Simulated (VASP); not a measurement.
Level of theory: PBEsol GGA, VASP's PBE PAW potentials (set 64) (plane waves; VASP).

The input files of a VASP run:

File POSCAR:
```
YTe
1.0
  0.0000000000   3.0408285079   3.0408285079
  3.0408285079   0.0000000000   3.0408285079
  3.0408285079   3.0408285079   0.0000000000
Y Te
1 1
direct
  0.0000000000   0.0000000000   0.0000000000
  0.5000000000   0.5000000000   0.5000000000
```

**INCAR**
```
SYSTEM = YTe
PREC = Accurate
ENCUT = 400
EDIFF = 1E-6
NELM = 100
ALGO = Normal
LREAL = .FALSE.
LASPH = .TRUE.
ISMEAR = 1
SIGMA = 0.1
GGA = PS
LMAXMIX = 4
LWAVE = .FALSE.
LCHARG = .FALSE.
IBRION = 2
ISIF = 3
NSW = 60
EDIFFG = -0.01
```

File KPOINTS:
```
Automatic
0
Gamma
 9 9 9
```

POTCAR, in this order: Y_sv Te (PBE.64 set). Program: vasp_std.

What VASP printed:

### OSZICAR
```
       N       E                     dE             d eps       ncg     rms          rms(c)
DAV:   1     0.476053397541E+02    0.47605E+02   -0.67725E+03   848   0.102E+03
DAV:   2    -0.106032039097E+02   -0.58209E+02   -0.56309E+02  1024   0.201E+02
DAV:   3    -0.134765930174E+02   -0.28734E+01   -0.28177E+01  1128   0.356E+01
DAV:   4    -0.135969822223E+02   -0.12039E+00   -0.12012E+00  1184   0.763E+00
DAV:   5    -0.136003103066E+02   -0.33281E-02   -0.33145E-02  1136   0.107E+00    0.234E+01
DAV:   6    -0.131587793375E+02    0.44153E+00   -0.93461E-01   976   0.570E+00    0.164E+01
DAV:   7    -0.131159328897E+02    0.42846E-01   -0.74582E-01  1188   0.503E+00    0.311E+00
DAV:   8    -0.130961857917E+02    0.19747E-01   -0.18834E-01   960   0.278E+00    0.360E-01
DAV:   9    -0.130954396641E+02    0.74613E-03   -0.11277E-02  1052   0.750E-01    0.143E-01
DAV:  10    -0.130954376516E+02    0.20126E-05   -0.35713E-04  1092   0.166E-01    0.148E-01
DAV:  11    -0.130954383784E+02   -0.72685E-06   -0.12716E-04  1092   0.779E-02    0.532E-02
DAV:  12    -0.130954346842E+02    0.36942E-05   -0.20912E-05   984   0.384E-02    0.936E-03
DAV:  13    -0.130954343312E+02    0.35304E-06   -0.54693E-07   708   0.732E-03
   1 F= -.13095434E+02 E0= -.13095150E+02  d E =-.130954E+02
```

### OUTCAR
```
------------------------ aborting loop because EDIFF is reached ----------------------------------------
  FORCE on cell =-STRESS in cart. coord.  units (eV):
  Direction    XX          YY          ZZ          XY          YZ          ZX
  --------------------------------------------------------------------------------------
  Total       -0.0191570     -0.0191570     -0.0191570     -0.0000000     -0.0000000      0.0000000
  in kB       -0.5457970     -0.5457970     -0.5457970     -0.0000000     -0.0000000      0.0000000
  external PRESSURE =      -0.5457970 kB  Pullay stress =       0.0000000 kB
  volume of cell :       56.23
      direct lattice vectors                 reciprocal lattice vectors
     0.000000000  3.040828508  3.040828508    -0.164428872  0.164428872  0.164428872
     3.040828508  0.000000000  3.040828508     0.164428872 -0.164428872  0.164428872
     3.040828508  3.040828508  0.000000000     0.164428872  0.164428872 -0.164428872
 POSITION                                       TOTAL-FORCE (eV/Angst)
 -----------------------------------------------------------------------------------
      0.00000      0.00000      0.00000         0.000000     -0.000000     -0.000000
      3.04083      3.04083      3.04083         0.000000      0.000000      0.000000
 -----------------------------------------------------------------------------------
    total drift:                                0.000000      0.000000      0.000000
  FREE ENERGIE OF THE ION-ELECTRON SYSTEM (eV)
  ---------------------------------------------------
  free  energy   TOTEN  =       -13.0954343312 eV

  energy  without entropy=      -13.0945816459  energy(sigma->0) =      -13.09515010

 reached required accuracy - stopping structural energy minimisation
```
(Selected blocks of OUTCAR.)

The structure was generated: YTe was put into the rock salt type (Fm-3m), which need not be its known phase. It was relaxed first, which changed the volume by -37 %. The start is the result of an earlier pass. The electron count is odd and the run is not spin-polarised, which forces a metal.
